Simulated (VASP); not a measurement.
An input for Ansatz (written as the equivalent of a VASP run, and not itself run):

Ansatz 0.2 input:
```yaml
crystal:
  lattice:
    - [0.0000000, 2.4400000, 2.4400000]
    - [2.4400000, 0.0000000, 2.4400000]
    - [2.4400000, 2.4400000, 0.0000000]
  atoms:
    - { symbol: Y, position: [0.0000000, 0.0000000, 0.0000000] }
    - { symbol: N, position: [0.5000000, 0.5000000, 0.5000000] }
kpoints:
  mp_grid: { grid: [8, 8, 8] }
hamiltonian:
  xc: pbe
  dispersion: d3bj
  pseudopotentials: { kind: paw }
scf:
  occupations: { method: gaussian, width: 0.05 }
  max_iter: 100
relax:
  max_steps: 60
  f_tol: 0.01
  cell: {}
output: { forces: true, stress: true, eigenvalues: true }
```

Q: Translate this input to VASP (INCAR, KPOINTS, POSCAR, choice of POTCAR).

A: One answer among several that fit: 
### INCAR
```
ALGO = Normal
EDIFF = 1E-6
EDIFFG = -0.01
ENCUT = 520
GGA = PE
IBRION = 2
ISIF = 3
ISMEAR = 0
IVDW = 12
LASPH = .True.
LCHARG = .False.
LMAXMIX = 4
LREAL = .False.
LWAVE = .False.
NELM = 100
NSW = 60
PREC = Accurate
SIGMA = 0.05
SYSTEM = YN
```

File KPOINTS:
```
Automatic mesh
0
Gamma
8 8 8
0 0 0
```

### POSCAR
```
YN
1
    0.0000000000     2.4400000000     2.4400000000
    2.4400000000     0.0000000000     2.4400000000
    2.4400000000     2.4400000000     0.0000000000
Y N
1 1
Direct
  0.0000000000   0.0000000000   0.0000000000
  0.5000000000   0.5000000000   0.5000000000
```

POTCAR, in this order: Y_sv N (PBE.64 set). Program: vasp_std.

What does not carry over: each code has its own PAW files, so the cut-off isn't converted (ENCUT is set for VASP's; basis.ecutwfc is left out, and Ansatz then takes the one that its files recommend); Ansatz stops its SCF on the density residual and VASP on the energy change (EDIFF).

The compound is YN in the rock salt structure. This run relaxes it. Symmetry was kept, so distortions that lower it aren't found.
